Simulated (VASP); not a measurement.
Given:

```
ZrO2
1.0
    0.00000     2.55085     2.55085
    2.55085     0.00000     2.55085
    2.55085     2.55085     0.00000
Zr O
1 2
Direct
  0.00000   0.00000   0.00000
  0.25000   0.25000   0.25000
  0.75000   0.75000   0.75000
```

Method: revTPSS meta-GGA, VASP's PBE PAW potentials (set 64) (plane waves; VASP). Settings: 520 eV cut-off, 8×8×8 Γ-centred mesh, tetrahedra with Blöchl corrections, potentials Zr_sv O.

Give the energies of bands 7 to 15 at the high-symmetry points, in eV from the valence-band maximum.

```csv
band,Γ,X,U,L,W
7,-5.27,-6.05,-5.44,-4.26,-4.88
8,-5.27,-3.23,-3.69,-4.26,-4.74
9,-5.27,-3.23,-3.16,-2.64,-2.42
10,-0.56,-1.50,-2.21,-2.53,-2.42
11,-0.56,-1.50,-1.22,-1.69,-1.36
12,-0.56,0.00,-0.34,-1.69,-0.21
13,3.40,3.79,4.03,4.04,4.45
14,3.40,4.77,4.78,4.04,4.62
15,6.28,5.94,6.27,6.21,6.41
```

The gap is indirect, 3.40 eV, from the valence maximum at X to the conduction minimum at Γ.

The compound is ZrO2 in the fluorite structure, the high-temperature cubic form, which is unstable at 0 K; the monoclinic form is the stable one. It was relaxed first.
